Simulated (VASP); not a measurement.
OSZICAR of a VASP run on Pd (space group Fm-3m):

**OSZICAR**
```
       N       E                     dE             d eps       ncg     rms          rms(c)
DAV:   1     0.304295479890E+02    0.30430E+02   -0.45248E+03  3590   0.832E+02
DAV:   2    -0.654377791955E+01   -0.36973E+02   -0.36112E+02  3769   0.174E+02
DAV:   3    -0.684449289877E+01   -0.30071E+00   -0.29953E+00  4025   0.181E+01
DAV:   4    -0.684600064582E+01   -0.15077E-02   -0.15059E-02  4189   0.119E+00
DAV:   5    -0.684601540258E+01   -0.14757E-04   -0.14720E-04  4201   0.977E-02    0.919E+00
DAV:   6    -0.651815009155E+01    0.32787E+00   -0.14575E+00  3595   0.113E+01    0.435E+00
DAV:   7    -0.650074514365E+01    0.17405E-01   -0.12752E-02  4128   0.939E-01    0.221E+00
DAV:   8    -0.649489278202E+01    0.58524E-02   -0.15940E-03  3854   0.391E-01    0.755E-02
DAV:   9    -0.649489584855E+01   -0.30665E-05   -0.11721E-05  4716   0.367E-02    0.212E-02
DAV:  10    -0.649489678250E+01   -0.93395E-06   -0.18625E-06  4020   0.137E-02    0.229E-03
DAV:  11    -0.649489692852E+01   -0.14602E-06   -0.15292E-08  2826   0.115E-03    0.591E-04
DAV:  12    -0.649489694944E+01   -0.20926E-07   -0.11885E-09  1907   0.387E-04
   1 F= -.64948969E+01 E0= -.64948969E+01  d E =0.000000E+00
```

Q: Which electronic solver shows in the log?

A: It is blocked Davidson (ALGO = Normal, or the opening steps of other solvers). The INCAR had ALGO = Normal.

Q: Can the final energy be trusted as converged?

A: The run converged. It stopped with EDIFF = 1E-7, NELM = 100 (LDA (Ceperley-Alder, Perdew-Zunger), plane waves, VASP's LDA PAW potentials (set 64)).

The structure comes from a computed database's Pd entry (Fm-3m); how it stands against other phases isn't given here. It was relaxed first, which changed the volume by -6 %.
